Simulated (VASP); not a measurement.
# Li3Tm (P6_3/mmc) in VASP: notebook

One crystal, Li3Tm, is run at these levels: PBE; tasks: single point.

Everything below comes from runs of VASP 6.6.1. Logs are shortened: lines on timing, memory, paths and dates and some standing lists are left out, and cuts for length are marked.

### 1 The crystal as given

It takes space group P6_3/mmc (No. 194, hexagonal). The conventional cell has a = 6.475 Å, b = 6.475 Å, c = 5.015 Å, α = 90.00°, β = 90.00°, γ = 120.00°. Tm (site symmetry -6m2) is surrounded by 12 Li at 3.21 to 3.24 Å. Li (site symmetry mm2) has 6 Li at 2.99 to 3.04 Å and 4 Tm at 3.21 to 3.24 Å as nearest neighbours.

The cell comes from a database or a generator and needn't be the stable form of this composition.

### 2 Single point, PBE, collinear spin, ferromagnetic start

INCAR

```
PREC = Accurate ; ENCUT = 600
EDIFF = 1E-6 ; ISMEAR = 0
SIGMA = 0.05 ; LREAL = F
LASPH = T ; NELM = 120
ALGO = Normal ; ISIF = 2
LWAVE = F ; LCHARG = F
ISPIN = 2 ; MAGMOM = 2 2 0 0 0 0 0 0
LORBIT = 11 ; LMAXMIX = 6
GGA = PE
```

KPOINTS

```
Automatic mesh
0
Gamma
  5 5 6
```

POSCAR

```
Li3Tm
1.0
    6.4745543281      0.0000000000      0.0000000000
   -3.2372771641      5.6071285264      0.0000000000
    0.0000000000      0.0000000000      5.0153710000
Tm Li
2 6
Cartesian
   -0.0000000004      3.7380856845      3.7615282500
    3.2372771644      1.8690428419      1.2538427500
    0.0000000000      1.7269059281      1.2538427500
   -1.7417327604      4.7436755623      1.2538427500
    1.7417327603      4.7436755623      1.2538427500
    3.2372771640      3.8802225983      3.7615282500
    4.9790099244      0.8634529641      3.7615282500
    1.4955444037      0.8634529641      3.7615282500
```

Potentials or basis: VASP PAW PBE potentials, release 64 (Tm_3, Li_sv), 4f in core.

Started as:

```console
cat potpaw_PBE.64/Tm_3/POTCAR potpaw_PBE.64/Li_sv/POTCAR > POTCAR
mpirun -np 1 vasp_std > vasp.out
```

OUTCAR:

```text
PREC = Accurate
   ENCUT = 600
   EDIFF = 1E-6
   ISMEAR = 0
   LREAL = F
   LASPH = T
   NELM = 120
   ISIF = 2
   ISPIN = 2
   LORBIT = 11
   GGA = PE

 ion  position               nearest neighbor table
   1  0.333  0.667  0.750-
   2  0.667  0.333  0.250-
   3  0.154  0.308  0.250-
   4  0.154  0.846  0.250-
   5  0.692  0.846  0.250-
   6  0.846  0.692  0.750-
   7  0.846  0.154  0.750-
   8  0.308  0.154  0.750-

  LATTYP: Found a hexagonal cell.
 ALAT       =     6.4745543281
 C/A-ratio  =     0.7746279892

  Lattice vectors:

 A1 = (   6.4745543281,   0.0000000000,   0.0000000000)
 A2 = (  -3.2372771641,   5.6071285264,   0.0000000000)
 A3 = (   0.0000000000,   0.0000000000,   5.0153710000)

Analysis of symmetry for initial positions (statically):
=====================================================================
 Subroutine PRICEL returns:
 Original cell was already a primitive cell.

 Routine SETGRP: Setting up the symmetry group for a
 hexagonal supercell.

 Subroutine GETGRP returns: Found 24 space group operations
 (whereof 12 operations were pure point group operations)
 out of a pool of 24 trial point group operations.

The static configuration has the point symmetry D_3d.
 The point group associated with its full space group is D_6h.

Analysis of symmetry for dynamics (positions and initial velocities):
=====================================================================
 Subroutine PRICEL returns:
 Original cell was already a primitive cell.

 Routine SETGRP: Setting up the symmetry group for a
 hexagonal supercell.

 Subroutine GETGRP returns: Found 24 space group operations
 (whereof 12 operations were pure point group operations)
 out of a pool of 24 trial point group operations.

The dynamic configuration has the point symmetry D_3d.
 The point group associated with its full space group is D_6h.

Analysis of structural, dynamic, and magnetic symmetry:
=====================================================================
 Subroutine PRICEL returns:
 Original cell was already a primitive cell.

 Routine SETGRP: Setting up the symmetry group for a
 hexagonal supercell.

 Subroutine GETGRP returns: Found 24 space group operations
 (whereof 12 operations were pure point group operations)
 out of a pool of 24 trial point group operations.

[... 148 lines left out ...]

 Free energy of the ion-electron system (eV)
  ---------------------------------------------------
  ext. energy  EPLUGINS =         0.00000000
  ---------------------------------------------------
  free energy    TOTEN  =       -18.69965583 eV

  energy without entropy =      -18.69221828  energy(sigma->0) =      -18.69593705

 E-fermi :   1.3677     XC(G=0):  -8.0551

 val. band max:        1.3659099895   @ k =   0.2000   0.2000   0.1667
 cond. band min:       1.3897222168   @ k =   0.0000   0.0000   0.5000
 fundamental gap:      0.0238122272
 Fermi energy:         1.3677242711

 spin component 1

 k-point     1 :       0.0000    0.0000    0.0000
  band No.  band energies     occupation
      1     -44.6405      1.00000
      2     -44.6301      1.00000
      3     -44.6301      1.00000
      4     -44.6270      1.00000
      5     -44.6236      1.00000
      6     -44.6236      1.00000
[... 549 lines left out ...]
     24       3.2871      0.00000
     25       3.5559      0.00000
 Fermi energy:         1.3677242711

 spin component 2

 k-point     1 :       0.0000    0.0000    0.0000
  band No.  band energies     occupation
      1     -44.6276      1.00000
      2     -44.6173      1.00000
      3     -44.6173      1.00000
      4     -44.6143      1.00000
      5     -44.6108      1.00000
      6     -44.6108      1.00000
[... 549 lines left out ...]
     24       3.4303      0.00000
     25       3.6387      0.00000

------------------------ aborting loop because EDIFF is reached ----------------------------------------

  FORCE on cell =-STRESS in cart. coord.  units (eV):
  Direction    XX          YY          ZZ          XY          YZ          ZX
  --------------------------------------------------------------------------------------
  -------------------------------------------------------------------------------------
  Total       -0.1050233     -0.1050233     -0.0225693      0.0000000      0.0000000      0.0000000
  in kB       -0.9241510     -0.9241510     -0.1985984      0.0000000      0.0000000      0.0000000
  external PRESSURE =      -0.6823001 kB  Pullay stress =       0.0000000 kB

 VOLUME and BASIS-vectors are now :
 -----------------------------------------------------------------------------
  energy-cutoff  :      600.00
  volume of cell :      182.08
      direct lattice vectors                 reciprocal lattice vectors
     6.474554328  0.000000000  0.000000000     0.154450785  0.089172202  0.000000000
    -3.237277164  5.607128526  0.000000000     0.000000000  0.178344405  0.000000000
     0.000000000  0.000000000  5.015371000     0.000000000  0.000000000  0.199387044

 POSITION                                       TOTAL-FORCE (eV/Angst)
 -----------------------------------------------------------------------------------
     -0.00000      3.73809      3.76153         0.000000      0.000000      0.000000
      3.23728      1.86904      1.25384        -0.000000      0.000000      0.000000
      0.00000      1.72691      1.25384        -0.000000      0.007055      0.000000
     -1.74173      4.74368      1.25384         0.006110     -0.003528      0.000000
      1.74173      4.74368      1.25384        -0.006110     -0.003528     -0.000000
      3.23728      3.88022      3.76153         0.000000     -0.007055     -0.000000
      4.97901      0.86345      3.76153        -0.006110      0.003528     -0.000000
      1.49554      0.86345      3.76153         0.006110      0.003528      0.000000
 -----------------------------------------------------------------------------------
    total drift:                               -0.000000      0.000000     -0.000000

  FREE ENERGIE OF THE ION-ELECTRON SYSTEM (eV)
  ---------------------------------------------------
  free  energy   TOTEN  =       -18.6996558268 eV

  energy  without entropy=      -18.6922182765  energy(sigma->0) =      -18.69593705

 total charge

# of ion       s       p       d       tot
------------------------------------------
    1        0.487   6.536   0.747   7.769
    2        0.487   6.536   0.747   7.769
    3        2.041   0.049   0.000   2.090
    4        2.041   0.049   0.000   2.090
    5        2.041   0.049   0.000   2.090
    6        2.041   0.049   0.000   2.090
    7        2.041   0.049   0.000   2.090
    8        2.041   0.049   0.000   2.090
--------------------------------------------------
tot         13.219  13.365   1.493  28.077

 magnetization (x)

# of ion       s       p       d       tot
------------------------------------------
    1        0.003   0.045   0.146   0.195
    2        0.003   0.045   0.146   0.195
    3        0.002   0.005   0.000   0.006
    4        0.002   0.005   0.000   0.006
    5        0.002   0.005   0.000   0.006
    6        0.002   0.005   0.000   0.006
    7        0.002   0.005   0.000   0.006
    8        0.002   0.005   0.000   0.006
--------------------------------------------------
tot          0.016   0.118   0.292   0.427
```

OSZICAR:

```text
N       E                     dE             d eps       ncg     rms          rms(c)
DAV:   1     0.213537898575E+03    0.21354E+03   -0.17211E+04  2000   0.153E+03
DAV:   2     0.258833473425E+02   -0.18765E+03   -0.18403E+03  2008   0.488E+02
DAV:   3    -0.704095595526E+01   -0.32924E+02   -0.31863E+02  3848   0.107E+02
DAV:   4    -0.165725352659E+02   -0.95316E+01   -0.93840E+01  3976   0.560E+01
DAV:   5    -0.184812961776E+02   -0.19088E+01   -0.19060E+01  3696   0.225E+01    0.238E+01
DAV:   6    -0.186336399329E+02   -0.15234E+00   -0.31257E+00  3446   0.112E+01    0.137E+01
DAV:   7    -0.186689682922E+02   -0.35328E-01   -0.92921E-01  3395   0.525E+00    0.712E+00
DAV:   8    -0.187182206064E+02   -0.49252E-01   -0.32630E-01  3108   0.263E+00    0.148E+00
DAV:   9    -0.187028069882E+02    0.15414E-01   -0.57429E-02  3143   0.109E+00    0.538E-01
DAV:  10    -0.186996445437E+02    0.31624E-02   -0.13393E-02  3333   0.489E-01    0.149E-01
DAV:  11    -0.186996366579E+02    0.78858E-05   -0.13536E-03  3067   0.177E-01    0.765E-02
DAV:  12    -0.186996524042E+02   -0.15746E-04   -0.21430E-04  3199   0.769E-02    0.435E-02
DAV:  13    -0.186996555890E+02   -0.31849E-05   -0.39376E-05  3165   0.355E-02    0.116E-02
DAV:  14    -0.186996558268E+02   -0.23772E-06   -0.72584E-06  2632   0.121E-02
   1 F= -.18699656E+02 E0= -.18695937E+02  d E =-.743755E-02  mag=     0.9458
```

stdout:

```text
POSCAR found type information on POSCAR TmLi
 POSCAR found :  2 types and       8 ions
 scaLAPACK will be used
 LDA part: xc-table for (Slater+PW92), standard interpolation
 POSCAR, INCAR and KPOINTS ok, starting setup
 FFT: planning ... GRIDC
 FFT: planning ... GRID_SOFT
 FFT: planning ... GRID
 WAVECAR not read
 entering main loop
```

Wall time 2.7 min (1 thread of Intel Xeon 6975P-C (Granite Rapids), shared host); peak memory 0.5 GiB.

What came out:

```
Free energy                                           : -18.6997 eV
Pressure                                              : -0.1 GPa
Largest force                                         : 0.007 eV/Å
Band gap on the k mesh                                : none (metal or under the smearing width)
Net moment                                            : 0.95 μB per cell
Site moments                                          : Tm +0.20; Li +0.01 μB
Valence electrons inside the program's atomic spheres : Tm 7.77; Li 2.09
```

Forces on the atoms (eV/Å):
```
Tm   0.000  0.000  0.000
Tm   0.000  0.000  0.000
Li   0.000  0.007  0.000
Li   0.006 -0.004  0.000
Li  -0.006 -0.004  0.000
Li   0.000 -0.007  0.000
Li  -0.006  0.004  0.000
Li   0.006  0.004  0.000
```

Caveat: the cutoff is under 1.25 times the usual one of these potentials, so pressure, stress and relaxed cells hold a basis-set (Pulay) error; the magnetic or orbital state may not be the lowest; spin-orbit coupling is left out, which moves the levels of the heavy elements; the 4f electrons are frozen in the core as for a trivalent ion, so they carry no moment and show no levels.

### 3 Single point, PBE, collinear spin, ferromagnetic start

run.py

```python
from ase.calculators.vasp import Vasp
from ase.dft.bandgap import bandgap
from ase.spacegroup import crystal

atoms = crystal(
    ['Tm', 'Li'],
    basis=[[0.3333333333, 0.6666666667, 0.75], [0.153992005, 0.3079840099, 0.25]],
    spacegroup=194,
    setting=1,
    cellpar=[6.47455433, 6.47455433, 5.015371, 90.0, 90.0, 120.0],
    primitive_cell=True,
)
atoms.set_initial_magnetic_moments([2.0, 2.0, 0.0, 0.0, 0.0, 0.0, 0.0, 0.0])
calc = Vasp(
    directory='calc',
    xc='pbe',
    pp='PBE',
    setups={'base': 'minimal', 'Tm': '_3', 'Li': '_sv'},
    prec='Accurate',
    encut=600,
    ediff=1e-06,
    ismear=0,
    sigma=0.05,
    lreal=False,
    lasph=True,
    nelm=150,
    algo='Normal',
    isif=2,
    lwave=False,
    lcharg=True,
    ispin=2,
    lorbit=11,
    lmaxmix=6,
    lelf=True,
    lvhar=True,
    kpts=[5, 5, 6],
    gamma=True,
)
atoms.calc = calc

print('energy (eV):', atoms.get_potential_energy())
print('free energy (eV):', atoms.get_potential_energy(force_consistent=True))
print('forces (eV/A):')
print(atoms.get_forces())
print('stress (eV/A^3, Voigt):', atoms.get_stress())
print('Fermi level (eV):', calc.get_fermi_level())
print('moment (muB):', atoms.get_magnetic_moment())
print('site moments (muB):', atoms.get_magnetic_moments())
gap, top, bottom = bandgap(calc)
print('band gap (eV):', gap, 'from (spin, k, band)', top, 'to', bottom)
```

Potentials or basis: VASP PAW PBE potentials, release 64 (Tm_3, Li_sv), 4f in core.

Started as:

```console
python run.py
```

Wall time 3.5 min (1 thread of Intel Xeon 6975P-C (Granite Rapids), shared host); peak memory 0.5 GiB.

Results (log left out):

| Quantity | Value |
| --- | --- |
| Free energy | -18.6997 eV |
| Pressure | -0.1 GPa |
| Largest force | 0.007 eV/Å |
| Band gap on the k mesh | none (metal or under the smearing width) |
| Net moment | 0.95 μB per cell |
| Site moments | Tm +0.20; Li +0.01 μB |
| Valence electrons inside the program's atomic spheres | Tm 7.77; Li 2.09 |

Forces in eV/Å, atoms in the order of the input:
```
Tm   0.000  0.000  0.000
Tm   0.000  0.000  0.000
Li   0.000  0.007  0.000
Li  -0.006 -0.004  0.000
Li   0.006 -0.004  0.000
Li   0.000 -0.007  0.000
Li   0.006  0.004  0.000
Li  -0.006  0.004  0.000
```

Levels at points of the mesh, in eV from the Fermi level:
Spin up:
| k point | band 16 | band 17 | band 18 | band 19 | band 20 | band 21 |
| --- | --- | --- | --- | --- | --- | --- |
| (0.00, 0.00, 0.00) | -0.41 | -0.41 | -0.40 | -0.40 | 0.28 | 0.87 |
| (0.00, 0.00, 0.50) | -0.18 | -0.18 | -0.18 | 0.42 | 0.42 | 0.42 |
Spin down:
```
           k point  band 16  band 17  band 18  band 19  band 20  band 21
(0.00, 0.00, 0.00)    -0.26    -0.26    -0.17    -0.17     0.44     1.02
(0.00, 0.00, 0.50)     0.02     0.02     0.02     0.58     0.58     0.58
```

Caveat: the cutoff is under 1.25 times the usual one of these potentials, so pressure, stress and relaxed cells hold a basis-set (Pulay) error; the magnetic or orbital state may not be the lowest; spin-orbit coupling is left out, which moves the levels of the heavy elements; the 4f electrons are frozen in the core as for a trivalent ion, so they carry no moment and show no levels. The state reached can hang on the start; a lower one may exist.
